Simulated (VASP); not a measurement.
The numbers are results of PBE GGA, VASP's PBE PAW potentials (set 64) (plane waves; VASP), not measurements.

The input files of a VASP run:

POSCAR:
```
MoSe
1
    2.1045690000    -5.5613990000     0.0000000000
    2.1045690000     5.5613990000     0.0000000000
    0.0000000000     0.0000000000     4.1475180000
Se Mo
2 2
Direct
  0.5746500000   0.4494320000   0.2595760000
  0.4221770000   0.5612710000   0.7787290000
  0.8706330000   0.1461790000   0.2267700000
  0.1325400000   0.8431180000   0.7349250000
```

INCAR:
```
PREC = Accurate
ENCUT = 300
LWAVE = .False.
EDIFF = 1E-6
ISIF = 2   # forces and stress, cell fixed
LCHARG = .False.
SIGMA = 0.272
LASPH = .True.   # aspherical one-centre terms
NELM = 100   # most electronic steps
GGA = PE   # PBE
LREAL = .False.   # projection in real space or not
LMAXMIX = 4
SYSTEM = MoSe
ALGO = Normal
ISMEAR = 0
```

**KPOINTS**
```
kpoints
0
G
 3 3 3
0 0 0
```

POTCAR, in this order: Se Mo_sv (PBE.64 set). Program: vasp_std.

The run wrote:

**OUTCAR**
```
 ion  position               nearest neighbor table
   1  0.575  0.449  0.260-   2 2.48   2 2.61   4 2.95   3 3.06   3 3.08   4 3.10   4 3.10
   2  0.422  0.561  0.779-   1 2.48   1 2.61   3 2.86   3 2.96
   3  0.871  0.146  0.227-   2 2.86   2 2.96   1 3.06   1 3.08
   4  0.133  0.843  0.735-   1 2.95   1 3.10   1 3.10
  LATTYP: Found a base centered orthorhombic cell.
 ALAT       =     4.2091380000
 B/A-ratio  =     2.6425358351
 C/A-ratio  =     0.9853604230
 Subroutine PRICEL returns:
 Original cell was already a primitive cell.
 Subroutine GETGRP returns: Found  1 space group operations
The static configuration has the point symmetry C_1 .
The dynamic configuration has the point symmetry C_1 .
 Subroutine INISYM returns: Found  1 space group operations
 Subroutine IBZKPT returns following result:
 Found     14 irreducible k-points:

 Following reciprocal coordinates:
            Coordinates               Weight
  0.000000  0.000000  0.000000      1.000000
  0.333333  0.000000  0.000000      2.000000
  0.000000  0.333333  0.000000      2.000000
  0.333333  0.333333  0.000000      2.000000
 -0.333333  0.333333  0.000000      2.000000
  0.000000  0.000000  0.333333      2.000000
  0.333333  0.000000  0.333333      2.000000
 -0.333333 -0.000000  0.333333      2.000000
  0.000000  0.333333 -0.333333      2.000000
 -0.000000 -0.333333 -0.333333      2.000000
  0.333333  0.333333  0.333333      2.000000
 -0.333333 -0.333333  0.333333      2.000000
 -0.333333  0.333333  0.333333      2.000000
  0.333333 -0.333333  0.333333      2.000000
   k-points           NKPTS =     14   k-points in BZ     NKDIM =     14   number of bands    NBANDS=     24
   number of dos      NEDOS =    301   number of ions     NIONS =      4
   total plane-waves  NPLWV =  31104
   dimension x,y,z NGX =    36 NGY =   36 NGZ =   24
   dimension x,y,z NGXF=    72 NGYF=   72 NGZF=   48
   ions per type =               2   2
   PREC   = accura    normal or accurate (medium, high low for compatibility)
   ISTART =      0    job   : 0-new  1-cont  2-samecut
   ICHARG =      2    charge: 1-file 2-atom 10-const
   ISPIN  =      1    spin polarized calculation?
   LNONCOLLINEAR =      F non collinear calculations
   LSORBIT =      F    spin-orbit coupling
   INIWAV =      1    electr: 0-lowe 1-rand  2-diag
   ENCUT  =  300.0 eV  22.05 Ry    4.70 a.u.   8.40  8.40  5.86*2*pi/ulx,y,z
   NELM   =    100;   NELMIN=  2; NELMDL= -5     # of ELM steps
   EDIFF  = 0.1E-05   stopping-criterion for ELM
   LREAL  =      F    real-space projection
   NLSPLINE    = F    spline interpolate recip. space projectors
   LMAXMIX     =    4 max onsite mixed and CHGCAR
   VOSKOWN=      0    Vosko Wilk Nusair interpolation
   EDIFFG = 0.1E-04   stopping-criterion for IOM
   NSW    =      0    number of steps for IOM
   NBLOCK =      1;   KBLOCK =      1    inner block; outer block
   IBRION =     -1    ionic relax: 0-MD 1-quasi-New 2-CG
   NFREE  =      0    steps in history (QN), initial steepest desc. (CG)
   ISIF   =      2    stress and relaxation
   ISYM   =      2    0-nonsym 1-usesym 2-fastsym
   TEIN   =    0.0    initial temperature
   TEBEG  =    0.0;   TEEND  =   0.0 temperature during run
   SMASS  =  -3.00    Nose mass-parameter (am)
   PSTRESS=    0.0 pullay stress
   NELECT =      40.0000    total number of electrons
   EFERMI =   0.00;   METHOD = LEGACY
   ISMEAR =     0;   SIGMA  =   0.27  broadening in eV -4-tet -1-fermi 0-gaus
   IALGO  =     38    algorithm
   LDIAG  =      T    sub-space diagonalisation (order eigenvalues)
   IMIX   =      4    mixing-type and parameters
     AMIX     =   0.40;   BMIX     =  1.00
     AMIX_MAG =   1.60;   BMIX_MAG =  1.00
     AMIN     =   0.10
   GGA     = PE    functional components
...
```

### OSZICAR
```
       N       E                     dE             d eps       ncg     rms          rms(c)
DAV:   1     0.210165161103E+03    0.21017E+03   -0.18601E+04   872   0.101E+03
DAV:   2    -0.110604877470E+02   -0.22123E+03   -0.21887E+03   792   0.307E+02
DAV:   3    -0.224538155995E+02   -0.11393E+02   -0.11205E+02   912   0.530E+01
DAV:   4    -0.228436430340E+02   -0.38983E+00   -0.38513E+00   840   0.882E+00
DAV:   5    -0.228634222308E+02   -0.19779E-01   -0.19686E-01   952   0.131E+00    0.115E+01
DAV:   6    -0.224359581374E+02    0.42746E+00   -0.25564E+01   904   0.185E+01    0.801E+00
DAV:   7    -0.230989634234E+02   -0.66301E+00   -0.26634E+01   992   0.120E+01    0.132E+01
DAV:   8    -0.215210005472E+02    0.15780E+01   -0.11923E+01  1008   0.721E+00    0.342E+00
DAV:   9    -0.214860010181E+02    0.35000E-01   -0.31661E-01   760   0.242E+00    0.868E-01
DAV:  10    -0.214868873224E+02   -0.88630E-03   -0.48506E-02  1008   0.704E-01    0.313E-01
DAV:  11    -0.214866576237E+02    0.22970E-03   -0.71502E-03   904   0.394E-01    0.101E-01
DAV:  12    -0.214866395247E+02    0.18099E-04   -0.11901E-03   880   0.135E-01    0.486E-02
DAV:  13    -0.214866321763E+02    0.73484E-05   -0.10658E-04   952   0.396E-02    0.164E-02
DAV:  14    -0.214866325980E+02   -0.42173E-06   -0.13731E-05   792   0.171E-02    0.466E-03
DAV:  15    -0.214866323799E+02    0.21810E-06   -0.22906E-06   512   0.659E-03
   1 F= -.21486632E+02 E0= -.21284905E+02  d E =-.403454E+00
```

### OUTCAR
```
------------------------ aborting loop because EDIFF is reached ----------------------------------------
  FORCE on cell =-STRESS in cart. coord.  units (eV):
  Direction    XX          YY          ZZ          XY          YZ          ZX
  --------------------------------------------------------------------------------------
  Total      -15.4494685    -10.0008429     -2.9932934     -0.2857498     -1.0004614      0.0089843
  in kB     -254.9521193   -165.0371393    -49.3962947     -4.7155356    -16.5099371      0.1482618
  external PRESSURE =    -156.4618511 kB  Pullay stress =       0.0000000 kB
  volume of cell :       97.09
      direct lattice vectors                 reciprocal lattice vectors
     2.104569000 -5.561399000  0.000000000     0.237578336 -0.089905436  0.000000000
     2.104569000  5.561399000  0.000000000     0.237578336  0.089905436  0.000000000
     0.000000000  0.000000000  4.147518000     0.000000000  0.000000000  0.241108055
 POSITION                                       TOTAL-FORCE (eV/Angst)
 -----------------------------------------------------------------------------------
      2.15525     -0.69639      1.07660         0.688194     -3.595246      0.580258
      2.06973      0.77356      3.22979        -0.517780      4.009783     -0.084324
      2.13995     -4.02898      0.94053         0.289639     -0.558967     -0.472620
      2.05334      3.95181      3.04811        -0.460053      0.144430     -0.023314
 -----------------------------------------------------------------------------------
    total drift:                               -0.000280     -0.000080     -0.000094
  FREE ENERGIE OF THE ION-ELECTRON SYSTEM (eV)
  ---------------------------------------------------
  free  energy   TOTEN  =       -21.4866323799 eV

  energy  without entropy=      -21.0831781686  energy(sigma->0) =      -21.28490527
```
(Selected blocks of OUTCAR.)

OUTCAR:
```
 val. band max:        5.8364025501   @ k =  -0.3333  -0.0000   0.3333

 cond. band min:       5.8633049809   @ k =   0.0000   0.0000   0.3333


 Fermi energy:         5.8629030932

 k-point     1 :       0.0000    0.0000    0.0000
  band No.  band energies     occupation
      1     -55.3623      2.00000
      2     -55.3570      2.00000
      3     -29.4597      2.00000
      4     -29.4502      2.00000
      5     -29.4412      2.00000
      6     -29.4372      2.00000
      7     -29.4050      2.00000
      8     -29.3624      2.00000
      9      -9.9531      2.00000
     10      -6.1358      2.00000
     11       0.0807      2.00000
     12       1.1531      2.00000
     13       1.2907      2.00000
     14       2.3127      2.00000
     15       4.1646      2.00000
     16       4.5686      2.00000
     17       4.7896      2.00000
     18       5.1674      1.99970
     19       5.3364      1.99381
     20       5.4440      1.97061
     21       5.5505      1.89568
     22       5.7017      1.59818
     23       6.0446      0.34469
     24       6.1659      0.11519

 k-point     2 :       0.3333    0.0000    0.0000
  band No.  band energies     occupation
      1     -55.3616      2.00000
      2     -55.3573      2.00000
      3     -29.4567      2.00000
      4     -29.4559      2.00000
      5     -29.4513      2.00000
      6     -29.4394      2.00000
      7     -29.3981      2.00000
      8     -29.3657      2.00000
      9      -9.7952      2.00000
     10      -6.0090      2.00000
     11      -0.2307      2.00000
     12       0.0384      2.00000
     13       1.7479      2.00000
     14       2.3541      2.00000
     15       2.6583      2.00000
     16       4.0936      2.00000
     17       4.8608      2.00000
     18       4.9957      1.99999
     19       5.4609      1.96339
     20       5.6092      1.81283
     21       6.0662      0.29056
     22       6.3094      0.02026
     23       6.4554      0.00207
     24       6.6282      0.00007
...
```

At this cut-off the stress carries a Pulay error, which pulls relaxed volumes low.

The structure was generated: MoSe was put into an ordered model structure, which need not be its known phase. The cell was not relaxed at this level, atoms are displaced from their ideal sites. The k-mesh is coarse (spacing up to 0.53 per Å, 2π included), so the numbers may not be converged in it. VASP warned that the highest band is occupied, so more bands are needed.
